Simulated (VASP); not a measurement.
Data:

```yaml
crystal:
  lattice:
    - [3.73406, 0.00000, 0.00000]
    - [0.00000, 3.73406, 0.00000]
    - [0.00000, 0.00000, 3.73406]
  atoms:
    - { symbol: Cu, position: [0.00000, 0.50000, 0.50000] }
    - { symbol: Cu, position: [0.50000, 0.00000, 0.50000] }
    - { symbol: Cu, position: [0.50000, 0.50000, 0.00000] }
    - { symbol: Au, position: [0.00000, 0.00000, 0.00000] }
```

Calculation: PBE GGA with D4 dispersion, VASP's PBE PAW potentials (set 64) (plane waves; VASP). Numerical set-up: 520 eV cut-off, 9×9×9 Γ-centred mesh, tetrahedra with Blöchl corrections, potentials Cu Au.

Unless said otherwise, spin-orbit coupling is left out, though it shifts the bands of the heavy elements here.

Question: Predict the energy per atom (σ→0), band gap (on the k-mesh) with the smallest direct gap where there is one.

Answer: 
- band gap (on the k-mesh): none (metal, semimetal or under 0.01 eV)
- energy per atom (σ→0): -406.8 kJ/mol of atoms

The compound is Cu3Au in the L1_2 structure. It was relaxed first.
